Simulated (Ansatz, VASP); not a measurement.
**One calculation of Na3BiH6, two programs**

```
Na Bi H
1.0
     0.00000    4.35208    4.35208
     4.35208    0.00000    4.35208
     4.35208    4.35208    0.00000
Na Bi H
3 1 6
Cartesian
  6.5281 6.5281 6.5281
  2.1760 2.1760 2.1760
  4.3521 4.3521 4.3521
  0.0000 0.0000 0.0000
  2.1265 4.3521 4.3521
  4.3521 4.3521 2.1265
  6.5777 4.3521 4.3521
  4.3521 2.1265 4.3521
  4.3521 6.5777 4.3521
  4.3521 4.3521 6.5777
```

Change from the starting cell: species swapped into the K3YF6 type (Fm-3m, No. 225).

Alike in both runs: functional PBE; k mesh 6 × 6 × 6; occupations gaussian, width 0.02 eV; no spin polarisation.

Ansatz relaxed the structure, and its values are those at the end. VASP's run is a single point on that final structure, the one shown.

|  | VASP | Ansatz |
| --- | --- | --- |
| version | VASP 6.6.1 | Ansatz 0.2.0 |
| potentials or method | VASP PAW PBE potentials, release 64 (Na_pv, Bi_d, H) | scalar-relativistic, plane waves, PAW |
| plane-wave cutoff (eV) | 520 | 420 |
| valence electrons in the cell | 42 | 48 |

|  | VASP | Ansatz | Ansatz less VASP |
| --- | --- | --- | --- |
| gap on the k mesh at the Fermi level (eV) | 1.23 | 1.23 | -0.006 |
| least direct gap on the mesh (eV) | 1.23 | 1.23 | -0.006 |
| pressure (GPa) | -0.1 | 0.0 | +0.07 |

The two sets of potentials don't hold the same shells in valence.

Caveats: spin-orbit coupling is left out, which as a rule narrows the gap of such compounds by several tenths of an eV. A k mesh can miss the band edges.
